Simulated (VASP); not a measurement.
Input:

```
Mg3Tl
1.0
    4.46833     0.00000     0.00000
    0.00000     4.46833     0.00000
    0.00000     0.00000     4.46833
Mg Tl
3 1
Direct
  0.50000   0.50000   0.00000
  0.00000   0.50000   0.50000
  0.50000   0.00000   0.50000
  0.00000   0.00000   0.00000
```

Calculation: PBEsol GGA, VASP's PBE PAW potentials (set 64) (plane waves; VASP). Run with 400 eV cut-off, Gaussian smearing of 0.050 eV, potentials Mg Tl_d.

### Question
Give the energies of bands 6 to 12 at the high-symmetry points, in eV from the Fermi level.

### Answer

| band | Γ | X | M | R |
|---|---|---|---|---|
| 6 | -8.96 | -7.81 | -6.86 | -6.06 |
| 7 | -1.78 | -5.66 | -4.00 | -2.59 |
| 8 | -0.98 | 0.44 | -4.00 | -2.59 |
| 9 | -0.98 | 0.44 | -3.27 | -2.59 |
| 10 | -0.98 | 0.93 | 1.79 | -2.00 |
| 11 | 1.36 | 1.32 | 2.86 | -1.02 |
| 12 | 1.36 | 1.71 | 3.13 | -1.02 |

It has no gap at this level: it comes out as a metal or semimetal.

The structure comes from a computed database's Mg3Tl entry (Pm-3m); how it stands against other phases isn't given here. It was relaxed first. The electron count is odd and the run is not spin-polarised, which forces a metal. VASP warned that the highest band is occupied, so more bands are needed.
